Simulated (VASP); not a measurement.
All values below come from PBE GGA, VASP's PBE PAW potentials (set 64) (plane waves; VASP 6.6.1).

VASP ran on this input.

INCAR:
```
SYSTEM = SrCl2
PREC = Accurate; ENCUT = 400; LREAL = .FALSE.
LASPH = .TRUE.; ISYM = 0
EDIFF = 1E-6; NELM = 100; ALGO = Normal
LMAXMIX = 4
ISMEAR = 0; SIGMA = 0.05
GGA = PE
ISIF = 2
LWAVE = .FALSE.; LCHARG = .FALSE.
```

KPOINTS:
```
Automatic mesh
0
Gamma
5 5 5
0 0 0
```

**POSCAR**
```
SrCl2
6.9926240
  0.0000000000   0.4910439915   0.4954933942
  0.5000000000   0.0000000000   0.4954933942
  0.5000000000   0.4910439915   0.0000000000
Sr Cl
1 2
direct
  0.0000000000   0.0000000000   0.0000000000
  0.2500000000   0.2500000000   0.2500000000
  0.7386510000   0.7613490000   0.7613490000
```

POTCAR, in this order: Sr_sv Cl (PBE.64 set). Program: vasp_std.

Task: What will the output report for the number of irreducible k-points (NKPTS), number of bands (NBANDS), largest plane-wave count, FFT grid (NGX, NGY, NGZ)?

Result: 
```json
{
  "number of irreducible k-points (NKPTS)": "63",
  "number of bands (NBANDS)": "16",
  "largest_plane_wave_count": "1531",
  "FFT grid (NGX, NGY, NGZ)": "32 × 32 × 32"
}
```

The compound is SrCl2 in the fluorite structure. The cell was not relaxed at this level, atoms are displaced from their ideal sites. The run is one of a series of settings (ISYM = 0 against the base run), some of them coarse on purpose.
